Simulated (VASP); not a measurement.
Method: LDA (Ceperley-Alder, Perdew-Zunger), VASP's LDA PAW potentials (set 64) (plane waves; VASP 6.6.1).

VASP ran on this input.

POSCAR:
```
CoAl
1.0
  2.7381984086   0.0000000000   0.0000000000
  0.0000000000   2.7381984086   0.0000000000
  0.0000000000   0.0000000000   2.7381984086
Al Co
1 1
Cart
  1.3690992043   1.3690992043   1.3690992043
  0.0000000000   0.0000000000   0.0000000000
```

INCAR:
```
LREAL = .FALSE.
LASPH = .TRUE.   # aspherical one-centre terms
ISMEAR = 1
LCHARG = .FALSE.
PREC = Accurate
ALGO = Normal   # blocked Davidson
SYSTEM = CoAl
SIGMA = 0.1   # width (eV)
ENCUT = 520
NELM = 100   # most electronic steps
ISIF = 2   # forces and stress, cell fixed
EDIFF = 1E-7
LWAVE = .FALSE.
LMAXMIX = 4   # l cut-off of mixed one-centre charges
```

### KPOINTS
```
Automatic mesh
0
Gamma
13 13 13
0 0 0
```

POTCAR, in this order: Al Co (LDA.64 set). Program: vasp_std.

What VASP printed:

**OSZICAR**
```
       N       E                     dE             d eps       ncg     rms          rms(c)
DAV:   1     0.368762971830E+02    0.36876E+02   -0.55247E+03  1704   0.133E+03
DAV:   2    -0.139563958299E+02   -0.50833E+02   -0.48190E+02  1688   0.196E+02
DAV:   3    -0.153133290676E+02   -0.13569E+01   -0.13456E+01  1996   0.429E+01
DAV:   4    -0.153375525973E+02   -0.24224E-01   -0.24211E-01  2016   0.508E+00
DAV:   5    -0.153382965820E+02   -0.74398E-03   -0.74395E-03  1994   0.899E-01    0.134E+01
DAV:   6    -0.170741584667E+02   -0.17359E+01   -0.59862E+01  1874   0.124E+02    0.150E+01
DAV:   7    -0.136997352804E+02    0.33744E+01   -0.26406E+01  1856   0.784E+01    0.215E+00
DAV:   8    -0.136704221718E+02    0.29313E-01   -0.20219E-01  1794   0.428E+00    0.120E+00
DAV:   9    -0.136531931441E+02    0.17229E-01   -0.47830E-02  2060   0.307E+00    0.300E-01
DAV:  10    -0.136527722388E+02    0.42091E-03   -0.11286E-03  2308   0.522E-01    0.158E-01
DAV:  11    -0.136527551219E+02    0.17117E-04   -0.25092E-05  1924   0.490E-02    0.142E-02
DAV:  12    -0.136527499051E+02    0.52168E-05   -0.18134E-05  1996   0.661E-02    0.606E-03
DAV:  13    -0.136527498688E+02    0.36357E-07   -0.45980E-07  1794   0.679E-03
   1 F= -.13652750E+02 E0= -.13652507E+02  d E =-.729945E-03
```

### OUTCAR
```
------------------------ aborting loop because EDIFF is reached ----------------------------------------
  FORCE on cell =-STRESS in cart. coord.  units (eV):
  Direction    XX          YY          ZZ          XY          YZ          ZX
  --------------------------------------------------------------------------------------
  Total        1.8790198      1.8790198      1.8790198     -0.0000000      0.0000000     -0.0000000
  in kB      146.6382292    146.6382292    146.6382292     -0.0000000      0.0000000     -0.0000000
  external PRESSURE =     146.6382292 kB  Pullay stress =       0.0000000 kB
  volume of cell :       20.53
      direct lattice vectors                 reciprocal lattice vectors
     2.738198409  0.000000000  0.000000000     0.365203631  0.000000000  0.000000000
     0.000000000  2.738198409  0.000000000     0.000000000  0.365203631  0.000000000
     0.000000000  0.000000000  2.738198409     0.000000000  0.000000000  0.365203631
 POSITION                                       TOTAL-FORCE (eV/Angst)
 -----------------------------------------------------------------------------------
      1.36910      1.36910      1.36910         0.000000      0.000000      0.000000
      0.00000      0.00000      0.00000         0.000000      0.000000      0.000000
 -----------------------------------------------------------------------------------
    total drift:                               -0.000000      0.000000     -0.000000
  FREE ENERGIE OF THE ION-ELECTRON SYSTEM (eV)
  ---------------------------------------------------
  free  energy   TOTEN  =       -13.6527498688 eV

  energy  without entropy=      -13.6520199242  energy(sigma->0) =      -13.65250655
```
(Selected blocks of OUTCAR.)

**OUTCAR**
```
 val. band max:       11.9609525985   @ k =   0.4615   0.3846   0.3077

 cond. band min:      11.9938366160   @ k =   0.4615   0.3846   0.0769


 Fermi energy:        11.9797344955

 k-point     1 :       0.0000    0.0000    0.0000
  band No.  band energies     occupation
      1       0.1570      2.00000
      2       8.4215      2.00000
      3       8.4215      2.00000
      4      11.0342      2.00000
      5      11.0342      2.00000
      6      11.0342      2.00000
      7      18.5772      0.00000
      8      18.5772      0.00000
      9      18.5772      0.00000
     10      21.3231      0.00000

 k-point     2 :       0.0769    0.0000    0.0000
  band No.  band energies     occupation
      1       0.2792      2.00000
      2       8.4172      2.00000
      3       8.4579      2.00000
      4      10.9632      2.00000
      5      10.9632      2.00000
      6      11.0420      2.00000
      7      17.4646      0.00000
      8      18.7474      0.00000
      9      18.7474      0.00000
     10      21.2914      0.00000

 k-point     3 :       0.1538    0.0000    0.0000
  band No.  band energies     occupation
      1       0.6429      2.00000
      2       8.3672      2.00000
      3       8.5609      2.00000
      4      10.7768      2.00000
      5      10.7768      2.00000
      6      11.0637      2.00000
      7      15.7074      0.00000
      8      19.2326      0.00000
      9      19.2326      0.00000
     10      21.1987      0.00000

 k-point     4 :       0.2308    0.0000    0.0000
  band No.  band energies     occupation
      1       1.2388      2.00000
      2       8.1532      2.00000
      3       8.7113      2.00000
      4      10.5349      2.00000
      5      10.5349      2.00000
      6      11.0945      2.00000
      7      14.1376      0.00000
      8      19.9750      0.00000
      9      19.9750      0.00000
     10      21.0547      0.00000

 k-point     5 :       0.3077    0.0000    0.0000
...
```

The compound is CoAl in the CsCl type structure. This cell is one point of a volume scan, at 0.94 of the reference volume. The run is not spin-polarised, so no magnetic state was tried.
